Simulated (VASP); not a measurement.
Runs of VASP 6.6.1 on TeRu. It takes space group P-6m2 (No. 187, hexagonal). Conventional cell: a = 3.795 Å, b = 3.795 Å, c = 3.704 Å, α = 90.00°, β = 90.00°, γ = 120.00°. Ru (site symmetry -6m2) is surrounded by 6 Te at 2.87 Å. Te (site symmetry -6m2) has 6 Ru at 2.87 Å as nearest neighbours. The cell comes from a database or a generator and needn't be the stable form of this composition.

```csv
level,potentials or basis,spin,U,fixed moment (μB),gap on the mesh (eV),pressure (GPa),moment (μB)
PBEsol+U,"VASP PAW PBE potentials, release 64 (Ru_pv, Te)","collinear, ferromagnetic start",Ru d U = 4 eV,-,none,(a),(b)
PBEsol+U,"VASP PAW PBE potentials, release 64 (Ru_pv, Te)","collinear, ferromagnetic start",Ru d U = 4 eV,2,-,-10.7,2.00
PBEsol+U,"VASP PAW PBE potentials, release 64 (Ru_pv, Te)","collinear, random start",Ru d U = 4 eV,-,none,-17.3,0.00
PBEsol+U,"VASP PAW PBE potentials, release 64 (Ru_pv, Te)","collinear, zero start",Ru d U = 2 eV,-,none,-18.2,0.00
LDA+U,"VASP PAW LDA potentials, release 64 (Ru_pv, Te)","non-collinear, random start, SOC",Ru d U = 2 eV,-,-,-19.7,0.00
PBEsol+U,"VASP PAW PBE potentials, release 64 (Ru_pv, Te)","collinear, ferromagnetic start",Ru d U = 2 eV,-,none,-13.6,1.64
PBEsol+U,"VASP PAW PBE potentials, release 64 (Ru_pv, Te)","collinear, ferromagnetic start",Ru d U = 2 eV,0,-,-18.2,0.00
PBEsol+U,"VASP PAW PBE potentials, release 64 (Ru_pv, Te)","collinear, random start",Ru d U = 2 eV,-,none,-18.2,0.00
```

Alike in all rows: task single point; cell as given; k mesh 6 × 6 × 5; cutoff (eV) 520; smearing gaussian 0.05 eV.

**Question.** Estimate the missing entries.

**Answer.** (a) -9.5; (b) 2.32.

Caveats: the U is typed as a test and isn't derived for this compound; the PAW data sets were made with another functional, which shifts forces and pressure a little (some runs); the total moment is fixed, so each spin has its own Fermi level (some runs).

A k mesh can miss the band edges, and rows without SOC leave out spin-orbit coupling on Ru, Te.

A gap of «none» marks a metal or a gap under the smearing width.
